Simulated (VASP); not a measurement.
The input files of a VASP run:

### POSCAR
```
PtS2
1
    1.7700000000    -3.0657300000     0.0000000000
    1.7700000000     3.0657300000     0.0000000000
    0.0000000000     0.0000000000     5.0400000000
Pt S
1 2
Direct
  0.0000000000   0.0000000000   0.0000000000
  0.3333330000   0.6666670000   0.2300000000
  0.6666670000   0.3333330000   0.7700000000
```

**INCAR**
```
SYSTEM=PtS2
PREC=Accurate; ENCUT=400; LREAL=.FALSE.
LASPH=.TRUE.
EDIFF=1E-6; NELM=100; ALGO=Normal
LMAXMIX=6
ISMEAR=0; SIGMA=0.05
GGA=PE
ISIF=2
LWAVE=.FALSE.; LCHARG=.FALSE.
```

### KPOINTS
```
Automatic mesh
0
Monkhorst-Pack
2 2 1
0 0 0
```

POTCAR, in this order: Pt S (PBE.64 set). Program: vasp_std.

**Question.** Write an equivalent input for Quantum ESPRESSO's pw.x.

**Answer.** One equivalent input (not run):
```
&CONTROL
  calculation = 'scf'
  pseudo_dir = './pseudo'
  outdir = './out'
  tprnfor = .true.
  tstress = .true.
/
&SYSTEM
  ibrav = 0
  nat = 3
  ntyp = 2
  ecutwfc = 84
  occupations = 'smearing'
  smearing = 'gaussian'
  degauss = 0.003675
  input_dft = 'pbe'
/
&ELECTRONS
  conv_thr = 7.3e-08
  electron_maxstep = 100
/
ATOMIC_SPECIES
  Pt 195.084 Pt.upf
  S 32.060 S.upf
CELL_PARAMETERS angstrom
     1.7700000   -3.0657300    0.0000000
     1.7700000    3.0657300    0.0000000
     0.0000000    0.0000000    5.0400000
ATOMIC_POSITIONS crystal
  Pt   0.0000000  0.0000000  0.0000000
  S    0.3333330  0.6666670  0.2300000
  S    0.6666670  0.3333330  0.7700000
K_POINTS automatic
  2 2 1 1 1 0
```
Limits of the translation: the potentials are each code's own (VASP's PAW set, PseudoDojo norm-conserving files in pw.x), so ENCUT and ecutwfc are chosen apart and not converted; conv_thr bounds pw.x's estimated SCF error, while EDIFF bounds the energy change between steps; an even Monkhorst-Pack mesh in KPOINTS is the half-step-shifted mesh of pw.x.

The compound is PtS2 in the 1T layered structure. The cell was not relaxed at this level. The k-mesh is coarse (spacing up to 1.25 per Å, 2π included), so the numbers may not be converged in it. The run is one of a series of settings (KPOINTS 2×2×1 Monkhorst-Pack mesh against the base run), some of them coarse on purpose.
